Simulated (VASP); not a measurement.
Here is the system:

```
CELL_PARAMETERS angstrom
      5.48629     0.00000     0.00000
     -2.74315     4.75127     0.00000
      0.00000     0.00000     4.19856
ATOMIC_POSITIONS crystal
  Sr 0.00000 0.00000 0.00000
  Zn 0.66667 0.33333 0.00000
  Zn 0.33333 0.66667 0.00000
  Zn 0.50000 0.00000 0.50000
  Zn 0.50000 0.50000 0.50000
  Zn 0.00000 0.50000 0.50000
```

Method: PBEsol GGA, VASP's PBE PAW potentials (set 64) (plane waves; VASP 6.6.1). Settings: 300 eV cut-off, 5×5×5 Γ-centred mesh, Fermi-Dirac smearing of 0.10 eV, potentials Sr_sv Zn.

At this cut-off the stress carries a Pulay error, which pulls relaxed volumes low.

Q: The ions, cell shape and volume are relaxed. Which structure does the run end with?

A: 
```
CELL_PARAMETERS angstrom
      5.44064     0.00000     0.00000
     -2.72032     4.71173     0.00000
      0.00000     0.00000     4.18701
ATOMIC_POSITIONS crystal
  Sr 0.00000 0.00000 0.00000
  Zn 0.66667 0.33333 0.00000
  Zn 0.33333 0.66667 0.00000
  Zn 0.50000 0.00000 0.50000
  Zn 0.50000 0.50000 0.50000
  Zn 0.00000 0.50000 0.50000
```
Space group P6/mmm (191), at a tolerance of 0.03 Å.

Q: How do energy and volume change from the first to the last step?

A: The energy (σ→0) changes by -1.4 meV/atom and the volume by -1.9 %, in 5 ionic steps.

The structure comes from a computed database's SrZn5 entry (P6/mmm); how it stands against other phases isn't given here. This run relaxes it. Symmetry was kept, so distortions that lower it aren't found. The k-mesh is coarse (spacing up to 0.30 per Å, 2π included), so the numbers may not be converged in it. The run is one of a series of settings (EDIFFG = -0.01, IBRION = 2, ISIF = 3, NSW = 50 against the base run), some of them coarse on purpose.
